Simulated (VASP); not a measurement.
```yaml
crystal:
  lattice:
    - [0.00000, 2.25592, 2.25592]
    - [2.25592, 0.00000, 2.25592]
    - [2.25592, 2.25592, 0.00000]
  atoms:
    - { symbol: Hf, position: [0.00000, 0.00000, 0.00000] }
    - { symbol: N, position: [0.50000, 0.50000, 0.50000] }
```

Method: r2SCAN meta-GGA, VASP's PBE PAW potentials (set 64) (plane waves; VASP). Numerical set-up: PREC = Normal, EDIFF = 1E-5, 450 eV cut-off, 16×16×16 Γ-centred mesh, first-order Methfessel-Paxton smearing of 0.10 eV, potentials Hf_pv N.

At this cut-off the stress carries a Pulay error, which pulls relaxed volumes low. Unless said otherwise, spin-orbit coupling is left out, though it shifts the bands of the heavy elements here.

Task: Predict the energy per atom (σ→0), pressure, band gap (on the k-mesh) with the smallest direct gap where there is one.

Result: 
| Property | Result |
|---|---|
| band gap (on the k-mesh) | none (metal, semimetal or under 0.01 eV) |
| energy per atom (σ→0) | -29.117 eV/atom |
| pressure | -1.21 GPa |

Total energies compare only between runs with the same potentials, cut-off and functional.

The compound is HfN in the rock salt structure. It was relaxed first. The electron count is odd and the run is not spin-polarised, which forces a metal.
